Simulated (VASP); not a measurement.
The system is PtSe2 (Sudovikovite).

```
Pt Se
1.0
     3.72866    0.00000    0.00000
    -1.86433    3.22911    0.00000
     0.00000    0.00000    5.27703
Pt Se
1 2
Cartesian
  0.0000 0.0000 0.0000
  0.0000 2.1527 1.2993
  1.8643 1.0764 3.9777
```

Base run:

```yaml
Program: VASP 6.6.1
Functional: PBEsol
Potentials_or_basis: VASP PAW PBE potentials, release 64 (Pt, Se)
Cutoff: 520 eV
k_mesh: 6 × 6 × 4
Occupations: fermi-dirac, width 0.02 eV
Spin: no spin polarisation
```

Its results: band gap on the k mesh none (metal or under the smearing width); pressure -1.0 GPa; largest force 0.099 eV/Å.

Q: The run is repeated on the same cell with these changes: functional from PBEsol to PBE; further incar settings from ALGO = Normal; EDIFF = 1e-07; NBANDS = 18 to ALGO = Fast; EDIFF = 1e-07; NBANDS = 18. What comes out?

A: Band gap on the k mesh none (metal or under the smearing width); pressure 3.8 GPa; largest force 0.172 eV/Å.

Caveats: the PAW data sets were made with another functional, which shifts forces and pressure a little (some runs).

Not every run made on this cell is shown here.
